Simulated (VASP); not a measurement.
These are PBEsol GGA, VASP's PBE PAW potentials (set 64) (plane waves; VASP 6.6.1) values and carry that method's errors.

Input for VASP

**INCAR**
```
ALGO = Normal
EDIFF = 1E-6
EDIFFG = -0.02
ENCUT = 620
GGA = PS
IBRION = 2
ISIF = 3
ISMEAR = 1
LASPH = .TRUE.
LCHARG = .FALSE.
LMAXMIX = 4
LREAL = .FALSE.
LWAVE = .FALSE.
NELM = 100
NSW = 40
PREC = Accurate
PSTRESS = 200
SIGMA = 0.1
SYSTEM = PbO
```

### POSCAR
```
PbO
1
    0.0000000000     2.6126750159     2.6126750159
    2.6126750159     0.0000000000     2.6126750159
    2.6126750159     2.6126750159     0.0000000000
Pb O
1 1
Direct
  0.0000000000   0.0000000000   0.0000000000
  0.2500000000   0.2500000000   0.2500000000
```

**KPOINTS**
```
Automatic mesh
0
Gamma
12 12 12
0 0 0
```

POTCAR, in this order: Pb_d O (PBE.64 set). Program: vasp_std.

The resulting files:

**OSZICAR**
```
       N       E                     dE             d eps       ncg     rms          rms(c)
DAV:   1     0.191207645716E+03    0.19121E+03   -0.11834E+04  2016   0.192E+03
DAV:   2     0.388944250584E+01   -0.18732E+03   -0.18075E+03  2220   0.435E+02
DAV:   3    -0.122673100916E+02   -0.16157E+02   -0.15897E+02  2436   0.131E+02
DAV:   4    -0.126215870891E+02   -0.35428E+00   -0.35414E+00  2208   0.218E+01
DAV:   5    -0.126334438610E+02   -0.11857E-01   -0.11857E-01  2680   0.401E+00    0.832E+00
DAV:   6    -0.107224136218E+02    0.19110E+01   -0.12901E+01  2986   0.386E+01    0.396E+00
DAV:   7    -0.105794531504E+02    0.14296E+00   -0.14457E+00  2496   0.114E+01    0.137E+00
DAV:   8    -0.105613712942E+02    0.18082E-01   -0.20995E-01  2204   0.487E+00    0.647E-01
DAV:   9    -0.105558766459E+02    0.54946E-02   -0.10188E-02  2202   0.113E+00    0.167E-01
DAV:  10    -0.105558782617E+02   -0.16158E-05   -0.10783E-03  2340   0.387E-01    0.519E-02
DAV:  11    -0.105558810038E+02   -0.27422E-05   -0.10699E-04  2124   0.140E-01    0.818E-03
DAV:  12    -0.105558828316E+02   -0.18278E-05   -0.55218E-06  2220   0.292E-02    0.581E-03
DAV:  13    -0.105558823705E+02    0.46109E-06   -0.44853E-07  1440   0.776E-03
   1 F= -.61033654E+01 E0= -.61034743E+01  d E =-.610337E+01
       N       E                     dE             d eps       ncg     rms          rms(c)
DAV:   1    -0.105434329375E+02    0.12450E-01   -0.70186E-02  2460   0.555E+00    0.320E-01
DAV:   2    -0.105412549715E+02    0.21780E-02   -0.10446E-02  2304   0.135E+00    0.108E-01
DAV:   3    -0.105408935782E+02    0.36139E-03   -0.15232E-03  3034   0.776E-01    0.465E-02
DAV:   4    -0.105408397764E+02    0.53802E-04   -0.32107E-04  2268   0.352E-01    0.994E-03
DAV:   5    -0.105408411876E+02   -0.14112E-05   -0.15696E-05  2172   0.444E-02    0.585E-03
DAV:   6    -0.105408435897E+02   -0.24021E-05   -0.47125E-06  2028   0.195E-02    0.110E-03
DAV:   7    -0.105408437900E+02   -0.20026E-06   -0.32886E-07  1056   0.895E-03
   2 F= -.61033296E+01 E0= -.61034306E+01  d E =0.357579E-04
       N       E                     dE             d eps       ncg     rms          rms(c)
DAV:   1    -0.105509222203E+02   -0.10079E-01   -0.25811E-02  2460   0.338E+00    0.193E-01
DAV:   2    -0.105501248468E+02    0.79737E-03   -0.37528E-03  2304   0.814E-01    0.643E-02
DAV:   3    -0.105499973959E+02    0.12745E-03   -0.54020E-04  3028   0.470E-01    0.282E-02
DAV:   4    -0.105499759683E+02    0.21428E-04   -0.11686E-04  2262   0.210E-01    0.578E-03
DAV:   5    -0.105499757533E+02    0.21495E-06   -0.57029E-06  2052   0.270E-02
   3 F= -.61033943E+01 E0= -.61034999E+01  d E =-.289064E-04
```

OUTCAR:
```
------------------------ aborting loop because EDIFF is reached ----------------------------------------
  FORCE on cell =-STRESS in cart. coord.  units (eV):
  Direction    XX          YY          ZZ          XY          YZ          ZX
  --------------------------------------------------------------------------------------
  Total        4.4585502      4.4585502      4.4585502     -0.0000000      0.0000000     -0.0000000
  in kB      200.5383354    200.5383354    200.5383354     -0.0000000      0.0000000     -0.0000000
  external PRESSURE =       0.5383354 kB  Pullay stress =     200.0000000 kB
  volume of cell :       35.62
      direct lattice vectors                 reciprocal lattice vectors
     0.000000000  2.611513539  2.611513539    -0.191459854  0.191459854  0.191459854
     2.611513539  0.000000000  2.611513539     0.191459854 -0.191459854  0.191459854
     2.611513539  2.611513539 -0.000000000     0.191459854  0.191459854 -0.191459854
 POSITION                                       TOTAL-FORCE (eV/Angst)
 -----------------------------------------------------------------------------------
      0.00000      0.00000      0.00000        -0.000000     -0.000000     -0.000000
      1.30576      1.30576      1.30576         0.000000      0.000000      0.000000
 -----------------------------------------------------------------------------------
    total drift:                               -0.000000     -0.000000     -0.000000
  FREE ENERGIE OF THE ION-ELECTRON SYSTEM (eV)
  ---------------------------------------------------
  free  energy   TOTEN  =       -10.5499757533 eV

  energy  without entropy=      -10.5502925177  energy(sigma->0) =      -10.55008134
  enthalpy is  TOTEN    =        -6.1033942823 eV   P V=        4.4465814711

 reached required accuracy - stopping structural energy minimisation
```
(Selected blocks of OUTCAR.)

**CONTCAR**
```
PbO
   1.00000000000000
     0.0000000000000000    2.6115135387528530    2.6115135387528530
     2.6115135387528530    0.0000000000000000    2.6115135387528530
     2.6115135387528530    2.6115135387528530   -0.0000000000000000
  Pb              O
     1     1
Direct
     0.0000000000000000    0.0000000000000000    0.0000000000000000
     0.2500000000000000    0.2500000000000000    0.2500000000000000
```

The structure was generated: PbO was put into the zinc blende type (F-43m), which need not be its known phase. This run relaxes it under an external pressure of 20 GPa. Symmetry was kept, so distortions that lower it aren't found.
